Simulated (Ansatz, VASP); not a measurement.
# BaY in two plane-wave programs, part 2 of 2

Aim: how closely do two programs agree when they are given the same cell, functional and k mesh? The cell is invented: other elements were put on sites of a known structure type. It may not be a known or stable phase. The cell is taken from a series of VASP runs on this material, whose earlier steps may have relaxed, scaled or displaced it; both programs get it as it stands.

VASP 6.6.1 and Ansatz 0.2.0.

So far. Step 2 (Ansatz: single point, revPBE): The run ends at a pressure of -0.09 GPa. Step 5 (Ansatz: single point, revPBE, volume scaled by 0.94): The run ends at a pressure of 1.10 GPa.

## 6. VASP: single point, revPBE, volume scaled by 0.94 (continued)

Level of this step: revPBE; plane waves and PAW (Ba_sv, Y_sv); invented cell (VASP).

Numbers of over 12 decimals in the logs are rounded to 6 here.

Parts of OUTCAR (step 6):

```text
  Total        0.6574027      0.6574027      0.6574027     -0.0000000     -0.0000000      0.0000000
  in kB       12.3881103     12.3881103     12.3881103     -0.0000000     -0.0000000      0.0000000
  external PRESSURE =      12.3881103 kB  Pullay stress =       0.0000000 kB

 POSITION                                       TOTAL-FORCE (eV/Angst)
 -----------------------------------------------------------------------------------
      0.00000      0.00000      0.00000         0.000000      0.000000      0.000000
      2.19861      2.19861      2.19861         0.000000      0.000000      0.000000
 -----------------------------------------------------------------------------------
    total drift:                                0.000000      0.000000      0.000000

  FREE ENERGIE OF THE ION-ELECTRON SYSTEM (eV)
  ---------------------------------------------------
  free  energy   TOTEN  =        -7.1615809163 eV

  energy  without entropy=       -7.1656253315  energy(sigma->0) =       -7.16292905

[... 1 part as in an earlier step ...]

[... 2 further parts left out ...]
[key lines of the parts left out:]
E-fermi :   2.6077
```

The run ends at a pressure of 1.24 GPa.

## 7. Side by side

The two programs side by side:

```tsv
quantity	Ansatz	VASP	difference
pressure (GPa)	1.10	1.24	-0.14
```

## 8. Ansatz: single point, revPBE, volume scaled by 1.04

A single point gives forces, pressure and levels at one fixed geometry, so differences don't come from the geometry; what else differs is listed under the comparison. The cell compared in this pair holds 94.07 Å³, against 85.02 Å³ for the pair before.

The cell is a member of a volume series, scaled by 1.04 from a relaxed one, so a pressure remains.

input.yaml

```yaml
crystal:
  lattice:
    - [4.5479340851, 0.0, 0.0]
    - [0.0, 4.5479340851, 0.0]
    - [0.0, 0.0, 4.5479340851]
  atoms:
    - { symbol: Ba, position: [0.0, 0.0, 0.0] }
    - { symbol: "Y", position: [0.5, 0.5, 0.5] }
hamiltonian:
  xc: revpbe
  pseudopotentials: { kind: paw }
kpoints:
  mp_grid: { grid: [5, 5, 5] }
scf:
  occupations: { method: methfessel_paxton, width: 0.2 }
  n_extra_bands: 4
output:
  forces: true
  stress: true
  eigenvalues: true
```

Started as:

```sh
$ ansatz run input.yaml --threads 2 --pin off --max-ram 4608MiB --backend cpu --events-out ev --progress --plain --runs-dir out
```

Log:

```text
[...]
Crystal: 2 atoms, lattice volume = 94.068 Å³
Basis set: ecut = 420 eV, 1839 PW (Γ), exchange–correlation on 64×64×64 points (8 copies of the dense FFT grid, shifted against one another)
Bands: 15, of which v1, the nominal top of the filled ones, is band 11 counted from 1 (10 counted from 0)
Symmetry: 48 space group operations
[...]
k-points: 10 of 125
[...]
P = ⅓ Tr σ = -0.7349 GPa (-7.349 kbar)
--- Band table (eV; the first three rows and the last of 10) ---
  k-point 0: bands = [... 7 lower, -6.0171, 3.6747, 6.3210, 6.3210, 8.6930, 8.6930, 8.6930, 10.4780]
  k-point 1: bands = [... 7 lower, -6.0122, 4.1061, 6.5383, 6.5459, 8.6019, 8.6020, 8.8245, 9.7747]
  k-point 2: bands = [... 7 lower, -6.0044, 5.2016, 6.3760, 7.1418, 8.5378, 8.5378, 8.6130, 9.0935]
  k-point 9: bands = [... 7 lower, -6.1862, 6.6431, 7.1325, 7.1325, 7.4446, 7.7651, 7.7651, 9.9001]
[key lines of the parts left out:]
SCF converged after 6 iterations
Free energy (F): -9809.234667 eV
Fermi energy:    7.211320 eV
```

Elapsed: 1.4 s, on 2 threads of Arm Neoverse N1, shared host; peak memory 0.32 GiB; 2.4 s of CPU time.

The run ends at a pressure of -0.73 GPa.

## 9. VASP: single point, revPBE, volume scaled by 1.04

The same cell, functional, mesh and smearing now go to VASP, with its own data sets and cutoff.

INCAR

```
SYSTEM = BaY
PREC = Accurate
ENCUT = 400
EDIFF = 1E-06
NELM = 100
ISMEAR = 1
SIGMA = 0.2
LREAL = .FALSE.
ALGO = Normal
GGA = RE
LORBIT = 11
LWAVE = .FALSE.
LCHARG = .FALSE.
ISIF = 2
```

POSCAR

```
BaY
1.0
    4.5479340851      0.0000000000      0.0000000000
    0.0000000000      4.5479340851      0.0000000000
    0.0000000000      0.0000000000      4.5479340851
Ba Y
1 1
Direct
    0.0000000000      0.0000000000      0.0000000000
    0.5000000000      0.5000000000      0.5000000000
```

KPOINTS

```
Automatic mesh
0
Gamma
5 5 5
0 0 0
```

Potentials, in the order of the species: Ba_sv and Y_sv (PBE family, release 64).

Started as:

```sh
$ mpirun -np 1 vasp_std
```

Log:

```text
[... set-up lines as in an earlier step ...]
 entering main loop
       N       E                     dE             d eps       ncg     rms          rms(c)
DAV:   1     0.909507033517E+02    0.90951E+02   -0.85522E+03   288   0.106E+03
DAV:   2    -0.762806673216E+00   -0.91714E+02   -0.90360E+02   360   0.220E+02
DAV:   3    -0.789165361912E+01   -0.71288E+01   -0.71232E+01   496   0.473E+01
DAV:   4    -0.805591491412E+01   -0.16426E+00   -0.16425E+00   390   0.625E+00
[...]
DAV:  12    -0.717573331765E+01    0.33788E-04   -0.13287E-04   346   0.541E-02    0.363E-02
DAV:  13    -0.717572530795E+01    0.80097E-05   -0.45727E-05   434   0.347E-02    0.965E-03
DAV:  14    -0.717572481067E+01    0.49728E-06   -0.89634E-07   188   0.542E-03
   1 F= -.71757248E+01 E0= -.71745094E+01  d E =-.364638E-02
```

From OUTCAR (step 9):

```text
  Total       -0.3825723     -0.3825723     -0.3825723     -0.0000000     -0.0000000     -0.0000000
  in kB       -6.5160074     -6.5160074     -6.5160074     -0.0000000     -0.0000000     -0.0000000
  external PRESSURE =      -6.5160074 kB  Pullay stress =       0.0000000 kB

 POSITION                                       TOTAL-FORCE (eV/Angst)
 -----------------------------------------------------------------------------------
      0.00000      0.00000      0.00000         0.000000      0.000000      0.000000
      2.27397      2.27397      2.27397         0.000000      0.000000      0.000000
 -----------------------------------------------------------------------------------
    total drift:                                0.000000      0.000000      0.000000

  FREE ENERGIE OF THE ION-ELECTRON SYSTEM (eV)
  ---------------------------------------------------
  free  energy   TOTEN  =        -7.1757248107 eV

  energy  without entropy=       -7.1720784346  energy(sigma->0) =       -7.17450935

[... 1 part as in an earlier step ...]

[... 2 further parts left out ...]
[key lines of the parts left out:]
E-fermi :   2.2114
```

The run ends at a pressure of -0.65 GPa.

## 10. Differences

The two programs side by side:

```tsv
quantity	Ansatz	VASP	difference
pressure (GPa)	-0.73	-0.65	-0.08
```

## 11. Results

| Quantity | Value |
| --- | --- |
| difference in pressure (single point, revPBE) | -0.100 GPa |
| difference in pressure (single point, revPBE, volume scaled by 0.94) | -0.14 GPa |
| difference in pressure (single point, revPBE, volume scaled by 1.04) | -0.083 GPa |

What this shows: The difference in pressure is -0.14 GPa (single point, revPBE, volume scaled by 0.94), within the 1 GPa picked in this series as the mark of a large difference. 2 further runs of this series are not shown here. Such differences can come from data sets, numerical settings and the points named under the comparisons, not from the functional's error against experiment.

[Lines on the potential files, build, host, timing and source positions are cut from VASP's logs without a mark.]

[Logs are printed without paths, hosts, clocks, repeated set-up lines and the standing remarks that a program may print on its own settings, such as how far it seeks lower states.]

[Hosts, paths, dates, database ids (printed as entryN), source tags and the programs' standing remarks are cut or masked in the printed files.]
